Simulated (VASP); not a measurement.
The input files of a VASP run:

**POSCAR**
```
PbO
1
    4.0665475633     0.0000000000     0.0000000000
    0.0000000000     4.0665475633    -0.0000000000
    0.0000000000    -0.0000000000     5.4199959832
Pb O
2 2
Direct
  0.5000000000   1.0000000000   0.7817096156
  0.0000000000   0.5000000000   0.2182903844
  0.5000000000   0.5000000000   0.0000000000
  0.0000000000   0.0000000000   0.0000000000
```

**KPOINTS**
```
Automatic mesh
0
Gamma
5 5 4
0 0 0
```

**INCAR**
```
! general
SYSTEM  = PbO
PREC    = Accurate
ENCUT   = 520
LREAL   = F   ! projection in real space or not
LASPH   = T

! electronic loop
EDIFF   = 1E-6
NELM    = 100   ! most electronic steps
ALGO    = Normal   ! blocked Davidson
LMAXMIX = 4   ! l cut-off of mixed one-centre charges

! smearing
ISMEAR  = 0   ! Gaussian
SIGMA   = 0.05

! functional
GGA     = PE

! ions
IBRION  = 2   ! conjugate gradients
NSW     = 60
ISIF    = 3
EDIFFG  = -0.02

! output
LWAVE   = F
LCHARG  = F
```

POTCAR, in this order: Pb_d O (PBE.64 set). Program: vasp_std.

Write an equivalent input for Quantum ESPRESSO's pw.x.

One equivalent input (not run):
```
&CONTROL
  calculation = 'vc-relax'
  pseudo_dir = './pseudo'
  outdir = './out'
  tprnfor = .true.
  tstress = .true.
  nstep = 60
  forc_conv_thr = 0.00078
/
&SYSTEM
  ibrav = 0
  nat = 4
  ntyp = 2
  ecutwfc = 84
  occupations = 'smearing'
  smearing = 'gaussian'
  degauss = 0.003675
  input_dft = 'pbe'
/
&ELECTRONS
  conv_thr = 7.3e-08
  electron_maxstep = 100
/
&IONS
/
&CELL
/
ATOMIC_SPECIES
  Pb 207.200 Pb.upf
  O 15.999 O.upf
CELL_PARAMETERS angstrom
     4.0665476    0.0000000    0.0000000
     0.0000000    4.0665476   -0.0000000
     0.0000000   -0.0000000    5.4199960
ATOMIC_POSITIONS crystal
  Pb   0.5000000  1.0000000  0.7817096
  Pb   0.0000000  0.5000000  0.2182904
  O    0.5000000  0.5000000  0.0000000
  O    0.0000000  0.0000000  0.0000000
K_POINTS automatic
  5 5 4 0 0 0
```
Limits of the translation: the potentials are each code's own (VASP's PAW set, PseudoDojo norm-conserving files in pw.x), so ENCUT and ecutwfc are chosen apart and not converted; conv_thr bounds pw.x's estimated SCF error, while EDIFF bounds the energy change between steps; forc_conv_thr acts on force components and is met together with etot_conv_thr.

The compound is PbO in the litharge structure. This run relaxes it. Symmetry was kept, so distortions that lower it aren't found. The start is the result of an earlier pass.
